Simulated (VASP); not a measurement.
An input for Quantum ESPRESSO's pw.x (written as the equivalent of a VASP run, and not itself run):

```
&CONTROL
  calculation = 'vc-relax'
  pseudo_dir = './pseudo'
  outdir = './out'
  tprnfor = .true.
  tstress = .true.
  nstep = 60
  forc_conv_thr = 0.00078
/
&SYSTEM
  ibrav = 0
  nat = 3
  ntyp = 2
  ecutwfc = 84
  occupations = 'smearing'
  smearing = 'gaussian'
  degauss = 0.003675
  input_dft = 'pz'
/
&ELECTRONS
  conv_thr = 7.3e-08
  electron_maxstep = 100
/
&IONS
/
&CELL
/
ATOMIC_SPECIES
  W 183.840 W.upf
  N 14.007 N.upf
CELL_PARAMETERS angstrom
     2.8856298   -0.0000000    0.0000000
    -1.4428149    2.4990286   -0.0000000
     0.0000000    0.0000000    3.8757220
ATOMIC_POSITIONS crystal
  W    0.6666670  0.3333330  0.5000000
  N    0.0000000  0.0000000  0.8194258
  N    0.0000000  0.0000000  0.1805742
K_POINTS automatic
  8 8 5 0 0 0
```

### Question
Write the VASP files for the same calculation (LDA).

### Answer
Several could match; the one computed here: 
**INCAR**
```
! general
SYSTEM   =  WN2
PREC     =  Accurate
ENCUT    =  520
LREAL    =  .FALSE.
LASPH    =  .TRUE.

! electronic loop
EDIFF    =  1E-6
NELM     =  100
ALGO     =  Normal
LMAXMIX  =  6

! smearing
ISMEAR   =  0
SIGMA    =  0.05

! ions
IBRION   =  2
NSW      =  60
ISIF     =  3
EDIFFG   =  -0.02

! output
LWAVE    =  .FALSE.
LCHARG   =  .FALSE.
```

POSCAR:
```
WN2
1
    2.8856298029    -0.0000000000     0.0000000000
   -1.4428149015     2.4990285721    -0.0000000000
    0.0000000000     0.0000000000     3.8757219571
W N
1 2
Direct
  0.6666670000   0.3333330000   0.5000000000
  0.0000000000   0.0000000000   0.8194257970
  0.0000000000   0.0000000000   0.1805742030
```

**KPOINTS**
```
Automatic mesh
0
Gamma
8 8 5
0 0 0
```

POTCAR, in this order: W_sv N (LDA.64 set). Program: vasp_std.

The two are equivalent in intent, not identical: the potentials are each code's own (VASP's PAW set, PseudoDojo norm-conserving files in pw.x), so ENCUT and ecutwfc are chosen apart and not converted; conv_thr bounds pw.x's estimated SCF error, while EDIFF bounds the energy change between steps; forc_conv_thr acts on force components and is met together with etot_conv_thr.

The structure comes from a computed database's WN2 entry (P-6m2); how it stands against other phases isn't given here. It was relaxed first. The start is the result of an earlier pass.
